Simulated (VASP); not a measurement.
Here is the system:

```
CELL_PARAMETERS angstrom
      3.47897     0.00000     0.00000
      0.00000     3.47897     0.00000
      0.00000     0.00000     3.47897
ATOMIC_POSITIONS crystal
  Fe 0.00000 0.00000 0.00000
  Ni 0.00000 0.50000 0.50000
  Ni 0.50000 0.00000 0.50000
  Ni 0.50000 0.50000 0.00000
```
Starting moments (μB, in the order of the record's atoms Fe Ni Ni Ni): 2.7 0.6 0.6 0.6.

Calculation: LDA (Ceperley-Alder, Perdew-Zunger), VASP's LDA PAW potentials (set 64) (plane waves; VASP). Numerical set-up: 520 eV cut-off, 9×9×9 Γ-centred mesh, first-order Methfessel-Paxton smearing of 0.10 eV, potentials Fe Ni.

### Question
Give the stress tensor in GPa (positive for a compressed cell).

### Answer

```
-6.89   0.00   0.00
 0.00  -6.89   0.00
 0.00   0.00  -6.89
```
The pressure is its mean diagonal, -6.89 GPa.

The compound is Ni3Fe in the L1_2 structure. This cell is one point of a volume scan, at 1.03 of the reference volume.
